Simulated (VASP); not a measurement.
Input:

```
As
1.0
    3.68036    -1.88000     0.00000
    3.68036     1.88000     0.00000
    2.72002     0.00000     3.11142
As
2
Direct
  0.22700   0.22700   0.22700
  0.77300   0.77300   0.77300
```

The numbers are results of PBE GGA with D4 dispersion, VASP's PBE PAW potentials (set 64) (plane waves; VASP 6.6.1), not measurements. Numerical set-up: 520 eV cut-off, 11×11×11 Γ-centred mesh, first-order Methfessel-Paxton smearing of 0.10 eV, potentials As.

Energy and stress use the plane-wave basis of the starting cell.

Problem. The ions, cell shape and volume are relaxed. What does this cell relax into?

Solution. 
```
As
1.0
    3.53685    -1.89494    -0.05332
    3.53685     1.89494    -0.05332
    2.56888     0.00000     3.08282
As
2
Direct
  0.23053   0.23053   0.23053
  0.76947   0.76947   0.76947
```
Space group R-3m (166), at a tolerance of 0.03 Å.

Problem. How do energy and volume change from the first to the last step?

Solution. The energy (σ→0) changes by -8.2 meV/atom and the volume by -2.8 %, in 13 ionic steps.

```json
[
 {"step": "1", "E(σ→0) (eV)": "-10.2267", "max force (eV/Å)": "0.288", "pressure (GPa)": "0.36", "volume (Å³)": "43.06"},
 {"step": "2", "E(σ→0) (eV)": "-10.2324", "max force (eV/Å)": "0.023", "pressure (GPa)": "-1.03", "volume (Å³)": "43.36"},
 {"step": "3", "E(σ→0) (eV)": "-10.2324", "max force (eV/Å)": "0.009", "pressure (GPa)": "-1.08", "volume (Å³)": "43.37"},
 {"step": "4", "E(σ→0) (eV)": "-10.2380", "max force (eV/Å)": "0.012", "pressure (GPa)": "-0.67", "volume (Å³)": "42.80"},
 {"step": "5", "E(σ→0) (eV)": "-10.2421", "max force (eV/Å)": "0.037", "pressure (GPa)": "0.02", "volume (Å³)": "42.01"},
 {"step": "6", "E(σ→0) (eV)": "-10.2423", "max force (eV/Å)": "0.044", "pressure (GPa)": "0.28", "volume (Å³)": "41.74"},
 {"step": "7", "E(σ→0) (eV)": "-10.2431", "max force (eV/Å)": "0.028", "pressure (GPa)": "-0.02", "volume (Å³)": "41.82"},
 {"step": "8", "E(σ→0) (eV)": "-10.2431", "max force (eV/Å)": "0.028", "pressure (GPa)": "-0.03", "volume (Å³)": "41.82"},
 {"step": "9", "E(σ→0) (eV)": "-10.2430", "max force (eV/Å)": "0.025", "pressure (GPa)": "-0.07", "volume (Å³)": "41.83"},
 {"step": "10", "E(σ→0) (eV)": "-10.2431", "max force (eV/Å)": "0.027", "pressure (GPa)": "-0.04", "volume (Å³)": "41.82"},
 {"step": "11", "E(σ→0) (eV)": "-10.2431", "max force (eV/Å)": "0.003", "pressure (GPa)": "0.09", "volume (Å³)": "41.78"},
 {"step": "12", "E(σ→0) (eV)": "-10.2431", "max force (eV/Å)": "0.005", "pressure (GPa)": "0.08", "volume (Å³)": "41.79"},
 {"step": "13", "E(σ→0) (eV)": "-10.2431", "max force (eV/Å)": "0.002", "pressure (GPa)": "0.01", "volume (Å³)": "41.84"}
]
```

The compound is As in the a7 structure. This run relaxes it. Symmetry was kept, so distortions that lower it aren't found.
